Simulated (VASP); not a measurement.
Consider the following.

```
AlNi3
1.0
    3.53590     0.00000     0.00000
    0.00000     3.53590     0.00000
    0.00000     0.00000     3.53590
Al Ni
1 3
Cartesian
  0.00000   0.00000   0.00000
  0.00000   1.76795   1.76795
  1.76795   0.00000   1.76795
  1.76795   1.76795   0.00000
```
Starting moments (μB, in the order of the record's atoms Al Ni Ni Ni): 0.0 0.3 0.3 0.3.

Method: PBE GGA, VASP's PBE PAW potentials (set 64) (plane waves; VASP 6.6.1). Numerical set-up: 500 eV cut-off, 9×9×9 Γ-centred mesh, first-order Methfessel-Paxton smearing of 0.10 eV, potentials Al Ni.

Energy and stress use the plane-wave basis of the starting cell.

Task: The ions, cell shape and volume at an external pressure of 10.0 GPa are relaxed. What does this cell relax into?

Result: 
```
AlNi3
1.0
    3.50833     0.00000     0.00000
    0.00000     3.50833     0.00000
    0.00000     0.00000     3.50833
Al Ni
1 3
Direct
  0.00000   0.00000   0.00000
  0.00000   0.50000   0.50000
  0.50000   0.00000   0.50000
  0.50000   0.50000   0.00000
```
Space group Pm-3m (221), at a tolerance of 0.03 Å. The cell ends with 0.71 μB, on the sites -0.01 0.25 0.25 0.25 μB.

Task: How do energy and volume change from the first to the last step?

Result: The energy (σ→0) changes by +11.9 meV/atom and the volume by -2.3 %, in 3 ionic steps.

```
step  E(σ→0) (eV)  max force (eV/Å)  pressure (GPa)  volume (Å³)
----  -----------  ----------------  --------------  -----------
1        -21.8795             0.000            5.08        44.21
2        -21.7412             0.000           16.31        42.07
3        -21.8318             0.000            9.94        43.18
```

The compound is Ni3Al in the L1_2 structure. This run relaxes it under an external pressure of 10 GPa. Symmetry was kept, so distortions that lower it aren't found.
